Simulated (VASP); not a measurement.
Computed with PBE GGA, VASP's PBE PAW potentials (set 64) (plane waves; VASP).

The input files of a VASP run:

### KPOINTS
```
Automatic mesh
0
Gamma
9 9 9
0 0 0
```

POSCAR:
```
NaF
3.3178140
  0.0000000000   0.7071068666   0.7071068666
  0.7071068666   0.0000000000   0.7071068666
  0.7071068666   0.7071068666   0.0000000000
Na F
1 1
Cartesian
  0.0000000000   0.0000000000   0.0000000000
  0.7071068666   0.7071068666   0.7071068666
```

**INCAR**
```
ALGO = Normal
EDIFF = 1E-6
ENCUT = 520
GGA = PE
ISMEAR = 0
LASPH = .True.
LCHARG = .True.
LREAL = .False.
LWAVE = .False.
NELM = 100
PREC = Accurate
SIGMA = 0.05
SYSTEM = NaF
```

POTCAR, in this order: Na_pv F (PBE.64 set). Program: vasp_std.

Output of the run:

File OSZICAR:
```
       N       E                     dE             d eps       ncg     rms          rms(c)
DAV:   1     0.111304146328E+03    0.11130E+03   -0.81395E+03   782   0.152E+03
DAV:   2    -0.325032751471E+01   -0.11455E+03   -0.10659E+03   849   0.361E+02
DAV:   3    -0.940829531391E+01   -0.61580E+01   -0.61394E+01   878   0.872E+01
DAV:   4    -0.947124075585E+01   -0.62945E-01   -0.62933E-01   848   0.935E+00
DAV:   5    -0.947193707813E+01   -0.69632E-03   -0.69631E-03   887   0.100E+00    0.542E+00
DAV:   6    -0.857840910549E+01    0.89353E+00   -0.39271E+00   917   0.185E+01    0.187E+00
DAV:   7    -0.856706672970E+01    0.11342E-01   -0.30183E-02   773   0.258E+00    0.105E+00
DAV:   8    -0.856840686696E+01   -0.13401E-02   -0.29757E-02   773   0.451E+00    0.123E-01
DAV:   9    -0.856931949102E+01   -0.91262E-03   -0.41123E-03   863   0.681E-01    0.911E-02
DAV:  10    -0.856923132798E+01    0.88163E-04   -0.54518E-04   818   0.313E-01    0.921E-03
DAV:  11    -0.856922970420E+01    0.16238E-05   -0.15753E-05   869   0.938E-02    0.347E-03
DAV:  12    -0.856922992457E+01   -0.22037E-06   -0.13540E-06   800   0.258E-02
   1 F= -.85692299E+01 E0= -.85692299E+01  d E =-.112304E-20
```

**OUTCAR**
```
------------------------ aborting loop because EDIFF is reached ----------------------------------------
  FORCE on cell =-STRESS in cart. coord.  units (eV):
  Direction    XX          YY          ZZ          XY          YZ          ZX
  --------------------------------------------------------------------------------------
  Total        0.0188425      0.0188425      0.0188425      0.0000000     -0.0000000     -0.0000000
  in kB        1.1689828      1.1689828      1.1689828      0.0000000     -0.0000000     -0.0000000
  external PRESSURE =       1.1689828 kB  Pullay stress =       0.0000000 kB
  volume of cell :       25.83
      direct lattice vectors                 reciprocal lattice vectors
     0.000000000  2.346049062  2.346049062    -0.213124273  0.213124273  0.213124273
     2.346049062  0.000000000  2.346049062     0.213124273 -0.213124273  0.213124273
     2.346049062  2.346049062  0.000000000     0.213124273  0.213124273 -0.213124273
  FREE ENERGIE OF THE ION-ELECTRON SYSTEM (eV)
  ---------------------------------------------------
  free  energy   TOTEN  =        -8.5692299246 eV

  energy  without entropy=       -8.5692299246  energy(sigma->0) =       -8.56922992
```
(Selected blocks of OUTCAR.)

The compound is NaF in the rock salt structure. It was relaxed first.
